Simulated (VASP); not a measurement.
Input:

```yaml
crystal:
  lattice:
    - [0.00000, 3.33057, 3.33057]
    - [3.33057, 0.00000, 3.33057]
    - [3.33057, 3.33057, 0.00000]
  atoms:
    - { symbol: Hg, position: [0.00000, 0.00000, 0.00000] }
    - { symbol: Te, position: [0.25000, 0.25000, 0.25000] }
```

Calculation: rev-vdW-DF2, VASP's PBE PAW potentials (set 64) (plane waves; VASP). Settings: 520 eV cut-off, 10×10×10 Γ-centred mesh, first-order Methfessel-Paxton smearing of 0.10 eV, potentials Hg Te.

Problem. Give the stress tensor in GPa (positive for a compressed cell).

Solution. 
```
-1.05   0.00   0.00
 0.00  -1.05   0.00
 0.00   0.00  -1.05
```
The pressure is its mean diagonal, -1.05 GPa.

The compound is HgTe in the zinc blende structure. This cell is one point of a volume scan, at 1.03 of the reference volume.
